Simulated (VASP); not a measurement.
Te2Mo: single point with LDA

Te2Mo:

```
CELL_PARAMETERS angstrom
3.47334 0.00000 0.00000
-1.73667 3.00800 0.00000
0.00000 0.00000 13.76434
ATOMIC_POSITIONS crystal
Te 0.33333 0.66667 0.61953
Te 0.66667 0.33333 0.11953
Te 0.33333 0.66667 0.88047
Te 0.66667 0.33333 0.38047
Mo 0.33333 0.66667 0.25000
Mo 0.66667 0.33333 0.75000
```

The cell isn't the ideal one: relaxed again under DFT LDA, scalar-relativistic, plane waves, PAW.

- Program: VASP 6.6.1
- Task: single point
- Functional: LDA
- Potentials or basis: VASP PAW LDA potentials, release 64 (Te, Mo_sv)
- Cutoff: 520 eV
- k mesh: 9 × 9 × 2
- Occupations: gaussian, width 0.02 eV
- Spin: no spin polarisation
- Dipole correction: no
- Further INCAR settings: ALGO = Fast; EDIFF = 1e-06; NBANDS = 35

```json
{
  "Pressure": "0.3 GPa",
  "Largest force": "0.058 eV/Å",
  "Band gap on the k mesh": "0.70 eV, indirect (least direct gap 1.10 eV)"
}
```

Forces in eV/Å, atoms in the order of the input:
```
Te   0.000  0.000 -0.058
Te   0.000  0.000 -0.058
Te   0.000  0.000  0.058
Te   0.000  0.000  0.058
Mo   0.000  0.000  0.000
Mo   0.000  0.000  0.000
```

Stress tensor (GPa, compression positive):
```
0.22 0.00 0.00
0.00 0.22 0.00
0.00 0.00 0.46
```

Levels at points of the mesh, in eV from the valence-band top:
| k point | band 23 | band 24 | band 25 | band 26 | band 27 | band 28 | band 29 | band 30 |
| --- | --- | --- | --- | --- | --- | --- | --- | --- |
| (0.00, 0.00, 0.00) | -1.04 | -1.04 | -0.25 | 0.00 | 3.00 | 3.00 | 3.15 | 3.15 |
| (0.00, 0.00, 0.50) | -1.06 | -1.06 | -0.07 | -0.07 | 3.04 | 3.04 | 3.04 | 3.04 |

It took 90 s on 1 thread of Intel(R) Xeon(R) 6975P-C (Granite Rapids), with other jobs on the host, peak memory 0.28 GiB.

Caveat: spin-orbit coupling is left out, which moves the levels of the heavy elements; an odd mesh through Γ misses points on the zone boundary, where band edges often lie.
